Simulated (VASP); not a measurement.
A convergence study with VASP on Mg₂Si (space group no. 225 when undisturbed): one setting is varied, all else stays as given below, so the limit is that of these other settings. One atom is moved off its site, so that forces are finite.

```
CELL_PARAMETERS angstrom
      0.00000     3.16547     3.16547
      3.16547     0.00000     3.16547
      3.16547     3.16547     0.00000
ATOMIC_POSITIONS crystal
  Mg 0.25000 0.25000 0.25000
  Mg 0.75000 0.75000 0.75000
  Si 0.00790 0.00790 0.99210
```

Level of theory: LDA (Ceperley-Alder, Perdew-Zunger), VASP's LDA PAW potentials (set 64) (plane waves; VASP). The tightest run used: 300 eV cut-off, 14×14×14 Γ-centred mesh, Fermi-Dirac smearing of 0.010 eV, potentials Mg Si.

The settings run are 2×2×2 mesh; 3×3×3 mesh; 4×4×4 mesh; 5×5×5 mesh; 6×6×6 mesh; 8×8×8 mesh; 9×9×9 mesh; 10×10×10 mesh; 11×11×11 mesh; 12×12×12 mesh; 13×13×13 mesh; 14×14×14 mesh. From which on does the stress (every component) stay within 0.1 GPa of the tightest run?

From 3×3×3 mesh on: it is off by 0.07 there and by no more than 0.1 in any finer run, while 2×2×2 mesh is off by 0.57.
| setting | E (eV/atom) | pressure (GPa) | irreducible k-points | difference judged (GPa) |
|---|---|---|---|---|
| 2×2×2 mesh | -2.6705 | -1.55 | 4 | 0.57 |
| 3×3×3 mesh | -3.1908 | -2.05 | 6 | 0.07 |
| 4×4×4 mesh | -3.3126 | -2.17 | 13 | 0.05 |
| 5×5×5 mesh | -3.3492 | -2.17 | 18 | 0.05 |
| 6×6×6 mesh | -3.3617 | -2.15 | 30 | 0.03 |
| 8×8×8 mesh | -3.3683 | -2.13 | 59 | 0.01 |
| 9×9×9 mesh | -3.3691 | -2.12 | 75 | 0.01 |
| 10×10×10 mesh | -3.3694 | -2.12 | 102 | 0.00 |
| 11×11×11 mesh | -3.3696 | -2.12 | 126 | 0.00 |
| 12×12×12 mesh | -3.3696 | -2.12 | 163 | 0.00 |
| 13×13×13 mesh | -3.3697 | -2.12 | 196 | 0.00 |
| 14×14×14 mesh | -3.3697 | -2.12 | 244 | 0.00 |

Left out are rungs that failed or repeat a setting and relaxations that didn't move; long series are thinned to 24 rows.

The structure is a typed Mg2Si crystal (space group no. 225). The cell was not relaxed at this level, it is distorted from the ideal structure.
